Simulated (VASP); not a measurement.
A VASP calculation is set up with these files.

File POSCAR:
```
AlN
1
    0.0000000000     2.1556275424     2.1556275424
    2.1556275424     0.0000000000     2.1556275424
    2.1556275424     2.1556275424     0.0000000000
Al N
1 1
Direct
  0.0000000000   0.0000000000   0.0000000000
  0.2500000000   0.2500000000   0.2500000000
```

**INCAR**
```
! general
SYSTEM   = AlN
PREC     = Accurate
ENCUT    = 520   ! plane-wave cut-off (eV)
LREAL    = F
LASPH    = T   ! aspherical one-centre terms
ISYM     = 3

! electronic loop
EDIFF    = 1E-6   ! SCF stop (eV)
NELM     = 60   ! most electronic steps
ALGO     = Normal   ! blocked Davidson

! smearing
ISMEAR   = 0   ! Gaussian
SIGMA    = 0.05

! functional
GGA      = PE
LHFCALC  = T
AEXX     = 0.25
HFRCUT   = -1
PRECFOCK = Fast

! ions
ISIF     = 2

! output
LWAVE    = F
LCHARG   = F
```

### KPOINTS
```
Automatic mesh
0
Gamma
8 8 8
0 0 0
```

POTCAR, in this order: Al N (PBE.64 set). Program: vasp_std. Read from the step before: WAVECAR.

Task: Translate this PBE0 calculation to Quantum ESPRESSO's pw.x.

Result: One equivalent input (not run):
```
&CONTROL
  calculation = 'scf'
  pseudo_dir = './pseudo'
  outdir = './out'
  tprnfor = .true.
  tstress = .false.
/
&SYSTEM
  ibrav = 0
  nat = 2
  ntyp = 2
  ecutwfc = 84
  occupations = 'smearing'
  smearing = 'gaussian'
  degauss = 0.003675
  input_dft = 'pbe0'
  nqx1 = 8
  nqx2 = 8
  nqx3 = 8
/
&ELECTRONS
  conv_thr = 7.3e-08
  electron_maxstep = 60
/
ATOMIC_SPECIES
  Al 26.982 Al.upf
  N 14.007 N.upf
CELL_PARAMETERS angstrom
     0.0000000    2.1556275    2.1556275
     2.1556275    0.0000000    2.1556275
     2.1556275    2.1556275    0.0000000
ATOMIC_POSITIONS crystal
  Al   0.0000000  0.0000000  0.0000000
  N    0.2500000  0.2500000  0.2500000
K_POINTS automatic
  8 8 8 0 0 0
```
Limits of the translation: the potentials are each code's own (VASP's PAW set, PseudoDojo norm-conserving files in pw.x), so ENCUT and ecutwfc are chosen apart and not converted; conv_thr bounds pw.x's estimated SCF error, while EDIFF bounds the energy change between steps; the singularity of exact exchange is treated differently by default.

The compound is AlN in the zinc blende structure, a metastable form; wurtzite is the usual one. This cell is one point of a volume scan, at 0.94 of the reference volume.
